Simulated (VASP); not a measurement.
Method: PBE GGA, VASP's PBE PAW potentials (set 64) (plane waves; VASP).

A VASP calculation is set up with these files.

### KPOINTS
```
Automatic mesh
0
Gamma
9 9 9
0 0 0
```

### INCAR
```
SYSTEM = PbS
PREC = Normal; ENCUT = 400; LREAL = F
LASPH = T
EDIFF = 1E-5; NELM = 100; NELMIN = 4
ALGO = Fast; LMAXMIX = 4
ISMEAR = 0; SIGMA = 0.05
GGA = PE
IBRION = 2; NSW = 20; ISIF = 2
EDIFFG = -0.03
LWAVE = F; LCHARG = F
```

POSCAR:
```
PbS
1.0
  0.0000000000   3.0028380900   3.0028380900
  3.0028380900   0.0000000000   3.0028380900
  3.0028380900   3.0028380900   0.0000000000
Pb S
1 1
Cartesian
  0.0000000000   0.0000000000   0.0000000000
  3.0028380900   3.0028380900   3.0028380900
```

POTCAR, in this order: Pb_d S (PBE.64 set). Program: vasp_std.

What VASP printed:

**OUTCAR**
```
 ion  position               nearest neighbor table
   1  0.000  0.000  0.000-   2 3.00   2 3.00   2 3.00   2 3.00   2 3.00   2 3.00
   2  0.500  0.500  0.500-   1 3.00   1 3.00   1 3.00   1 3.00   1 3.00   1 3.00
  LATTYP: Found a face centered cubic cell.
 ALAT       =     6.0056761800
 Subroutine PRICEL returns:
 Original cell was already a primitive cell.
 Subroutine GETGRP returns: Found 48 space group operations
The static configuration has the point symmetry O_h .
The dynamic configuration has the point symmetry O_h .
 Subroutine INISYM returns: Found 48 space group operations
 Subroutine IBZKPT returns following result:
 Found     35 irreducible k-points:

 Following reciprocal coordinates:
            Coordinates               Weight
  0.000000  0.000000  0.000000      1.000000
  0.111111  0.000000  0.000000      8.000000
  0.222222  0.000000  0.000000      8.000000
  0.333333  0.000000  0.000000      8.000000
  0.444444  0.000000  0.000000      8.000000
  0.111111  0.111111  0.000000      6.000000
  0.222222  0.111111  0.000000     24.000000
  0.333333  0.111111  0.000000     24.000000
  0.444444  0.111111  0.000000     24.000000
 -0.444444  0.111111  0.000000     24.000000
 -0.333333  0.111111  0.000000     24.000000
 -0.222222  0.111111  0.000000     24.000000
 -0.111111  0.111111  0.000000     12.000000
  0.222222  0.222222  0.000000      6.000000
  0.333333  0.222222  0.000000     24.000000
  0.444444  0.222222  0.000000     24.000000
 -0.444444  0.222222  0.000000     24.000000
 -0.333333  0.222222  0.000000     24.000000
 -0.222222  0.222222  0.000000     12.000000
  0.333333  0.333333  0.000000      6.000000
  0.444444  0.333333  0.000000     24.000000
 -0.444444  0.333333  0.000000     24.000000
 -0.333333  0.333333  0.000000     12.000000
  0.444444  0.444444  0.000000      6.000000
 -0.444444  0.444444  0.000000     12.000000
  0.333333  0.222222  0.111111     24.000000
  0.444444  0.222222  0.111111     48.000000
 -0.444444  0.222222  0.111111     48.000000
  0.444444  0.333333  0.111111     24.000000
 -0.444444  0.333333  0.111111     48.000000
 -0.333333  0.333333  0.111111     48.000000
 -0.222222  0.333333  0.111111     24.000000
 -0.444444  0.444444  0.111111     24.000000
 -0.333333  0.444444  0.111111     24.000000
 -0.333333  0.444444  0.222222     24.000000
   k-points           NKPTS =     35   k-points in BZ     NKDIM =     35   number of bands    NBANDS=     14
   number of dos      NEDOS =    301   number of ions     NIONS =      2
   total plane-waves  NPLWV =  13824
   dimension x,y,z NGX =    24 NGY =   24 NGZ =   24
   dimension x,y,z NGXF=    48 NGYF=   48 NGZF=   48
   ions per type =               1   1
   PREC   = normal    normal or accurate (medium, high low for compatibility)
   ISTART =      0    job   : 0-new  1-cont  2-samecut
   ICHARG =      2    charge: 1-file 2-atom 10-const
   ISPIN  =      1    spin polarized calculation?
   LNONCOLLINEAR =      F non collinear calculations
   LSORBIT =      F    spin-orbit coupling
   INIWAV =      1    electr: 0-lowe 1-rand  2-diag
   ENCUT  =  400.0 eV  29.40 Ry    5.42 a.u.   6.93  6.93  6.93*2*pi/ulx,y,z
   NELM   =    100;   NELMIN=  4; NELMDL= -5     # of ELM steps
   EDIFF  = 0.1E-04   stopping-criterion for ELM
   LREAL  =      F    real-space projection
   NLSPLINE    = F    spline interpolate recip. space projectors
   LMAXMIX     =    4 max onsite mixed and CHGCAR
   VOSKOWN=      0    Vosko Wilk Nusair interpolation
   EDIFFG = -.3E-01   stopping-criterion for IOM
   NSW    =     20    number of steps for IOM
   NBLOCK =      1;   KBLOCK =     20    inner block; outer block
   IBRION =      2    ionic relax: 0-MD 1-quasi-New 2-CG
...
```

### OSZICAR
```
       N       E                     dE             d eps       ncg     rms          rms(c)
DAV:   1     0.145092190419E+03    0.14509E+03   -0.85962E+03   996   0.122E+03
DAV:   2     0.248444220279E+01   -0.14261E+03   -0.13897E+03  1070   0.327E+02
DAV:   3    -0.901188302760E+01   -0.11496E+02   -0.11453E+02  1274   0.996E+01
DAV:   4    -0.927537970357E+01   -0.26350E+00   -0.26340E+00  1098   0.183E+01
DAV:   5    -0.928580159432E+01   -0.10422E-01   -0.10422E-01  1402   0.334E+00    0.438E+00
RMM:   6    -0.876291074933E+01    0.52289E+00   -0.79758E-01  1009   0.550E+00    0.289E+00
RMM:   7    -0.876816680253E+01   -0.52561E-02   -0.24198E-01  1129   0.350E+00    0.184E+00
RMM:   8    -0.877534727569E+01   -0.71805E-02   -0.37631E-02  1002   0.194E+00    0.508E-01
RMM:   9    -0.876920579585E+01    0.61415E-02   -0.10965E-02  1068   0.118E+00    0.142E-01
RMM:  10    -0.876962955882E+01   -0.42376E-03   -0.46476E-03  1218   0.618E-01    0.447E-02
RMM:  11    -0.876975253470E+01   -0.12298E-03   -0.83495E-04  1098   0.240E-01    0.802E-02
RMM:  12    -0.876973965241E+01    0.12882E-04   -0.10545E-04   906   0.918E-02    0.466E-02
RMM:  13    -0.876974276197E+01   -0.31096E-05   -0.17690E-05   674   0.450E-02
   1 F= -.87697428E+01 E0= -.87697428E+01  d E =-.876974E+01
```

**OUTCAR**
```
------------------------ aborting loop because EDIFF is reached ----------------------------------------
  FORCE on cell =-STRESS in cart. coord.  units (eV):
  Direction    XX          YY          ZZ          XY          YZ          ZX
  --------------------------------------------------------------------------------------
  Total       -0.0465467     -0.0465467     -0.0465467      0.0000000     -0.0000000      0.0000000
  in kB       -1.3771250     -1.3771250     -1.3771250      0.0000000     -0.0000000      0.0000000
  external PRESSURE =      -1.3771250 kB  Pullay stress =       0.0000000 kB
  volume of cell :       54.15
      direct lattice vectors                 reciprocal lattice vectors
     0.000000000  3.002838090  3.002838090    -0.166509144  0.166509144  0.166509144
     3.002838090  0.000000000  3.002838090     0.166509144 -0.166509144  0.166509144
     3.002838090  3.002838090  0.000000000     0.166509144  0.166509144 -0.166509144
  FREE ENERGIE OF THE ION-ELECTRON SYSTEM (eV)
  ---------------------------------------------------
  free  energy   TOTEN  =        -8.7697427620 eV

  energy  without entropy=       -8.7697427620  energy(sigma->0) =       -8.76974276

 reached required accuracy - stopping structural energy minimisation
```
(Selected blocks of OUTCAR.)

The compound is PbS in the rock salt structure. It was relaxed first.
